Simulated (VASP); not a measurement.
An input for Ansatz (written as the equivalent of a VASP run, and not itself run):

Ansatz 0.2 input:
```yaml
crystal:
  lattice:
    - [0.0000000, 2.2821350, 2.2821350]
    - [2.2821350, 0.0000000, 2.2821350]
    - [2.2821350, 2.2821350, 0.0000000]
  atoms:
    - { symbol: Ru, position: [0.0000000, 0.0000000, 0.0000000] }
    - { symbol: N, position: [0.7500000, 0.7500000, 0.7500000] }
kpoints:
  mp_grid: { grid: [12, 12, 12] }
hamiltonian:
  xc: lda
  pseudopotentials: { kind: paw }
scf:
  occupations: { method: methfessel_paxton, width: 0.1 }
  max_iter: 100
relax:
  max_steps: 60
  f_tol: 0.01
  cell: {}
output: { forces: true, stress: true, eigenvalues: true }
```

Q: Write the VASP files for the same calculation (LDA).

A: One answer among several that fit: 
### POSCAR
```
RuN
1
    0.0000000000     2.2821350000     2.2821350000
    2.2821350000     0.0000000000     2.2821350000
    2.2821350000     2.2821350000     0.0000000000
Ru N
1 1
Direct
  0.0000000000   0.0000000000   0.0000000000
  0.7500000000   0.7500000000   0.7500000000
```

INCAR:
```
SYSTEM = RuN
PREC = Accurate
ENCUT = 520
EDIFF = 1E-6
NELM = 100
ALGO = Normal
LREAL = .FALSE.
LASPH = .TRUE.
ISMEAR = 1
SIGMA = 0.1
LMAXMIX = 4
LWAVE = .FALSE.
LCHARG = .FALSE.
IBRION = 2
ISIF = 3
NSW = 60
EDIFFG = -0.01
```

KPOINTS:
```
Automatic mesh
0
Gamma
12 12 12
0 0 0
```

POTCAR, in this order: Ru_pv N (LDA.64 set). Program: vasp_std.

Limits of the translation: each code has its own PAW files, so the cut-off isn't converted (ENCUT is set for VASP's; basis.ecutwfc is left out, and Ansatz then takes the one that its files recommend); Ansatz stops its SCF on the density residual and VASP on the energy change (EDIFF); Ansatz's lda is the Perdew-Wang form, while the LDA potentials of VASP carry Perdew-Zunger's.

The structure comes from a computed database's RuN entry (F-43m); how it stands against other phases isn't given here. This run relaxes it. Symmetry was kept, so distortions that lower it aren't found.
